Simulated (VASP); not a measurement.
VASP ran on this input.

File KPOINTS:
```
Automatic mesh
0
Gamma
 10 10 10
```

POSCAR:
```
BeSe
1
    0.0000000000     2.5909338648     2.5909338648
    2.5909338648     0.0000000000     2.5909338648
    2.5909338648     2.5909338648     0.0000000000
Be Se
1 1
Direct
  0.0000000000   0.0000000000   0.0000000000
  0.2500000000   0.2500000000   0.2500000000
```

### INCAR
```
# general
SYSTEM   = BeSe
PREC     = Accurate
ENCUT    = 520
LREAL    = .FALSE.   # projection in real space or not
LASPH    = .TRUE.   # aspherical one-centre terms

# electronic loop
EDIFF    = 1E-7
NELM     = 100   # most electronic steps
ALGO     = Normal   # blocked Davidson
LMAXMIX  = 4   # l cut-off of mixed one-centre charges

# smearing
ISMEAR   = -5   # tetrahedra, Bloechl

# functional
GGA      = BO
LUSE_VDW = .TRUE.
AGGAC    = 0.0
PARAM1   = 0.1833333333
PARAM2   = 0.22

# ions
ISIF     = 2   # forces and stress, cell fixed

# output
LWAVE    = .FALSE.
LCHARG   = .TRUE.
LORBIT   = 11
NEDOS    = 601   # DOS grid
```

POTCAR, in this order: Be Se (PBE.64 set). Program: vasp_std.

Write an equivalent input for Quantum ESPRESSO's pw.x.

One equivalent input (not run):
```
&CONTROL
  calculation = 'scf'
  pseudo_dir = './pseudo'
  outdir = './out'
  tprnfor = .true.
  tstress = .true.
/
&SYSTEM
  ibrav = 0
  nat = 2
  ntyp = 2
  ecutwfc = 88
  occupations = 'tetrahedra'
  input_dft = 'vdw-df-obk8'
/
&ELECTRONS
  conv_thr = 7.3e-09
  electron_maxstep = 100
/
ATOMIC_SPECIES
  Be 9.012 Be.upf
  Se 78.971 Se.upf
CELL_PARAMETERS angstrom
     0.0000000    2.5909339    2.5909339
     2.5909339    0.0000000    2.5909339
     2.5909339    2.5909339    0.0000000
ATOMIC_POSITIONS crystal
  Be   0.0000000  0.0000000  0.0000000
  Se   0.2500000  0.2500000  0.2500000
K_POINTS automatic
  10 10 10 0 0 0
```
What does not carry over: the potentials are each code's own (VASP's PAW set, PseudoDojo norm-conserving files in pw.x), so ENCUT and ecutwfc are chosen apart and not converted; conv_thr bounds pw.x's estimated SCF error, while EDIFF bounds the energy change between steps.

The compound is BeSe in the zinc blende structure. It was relaxed first.
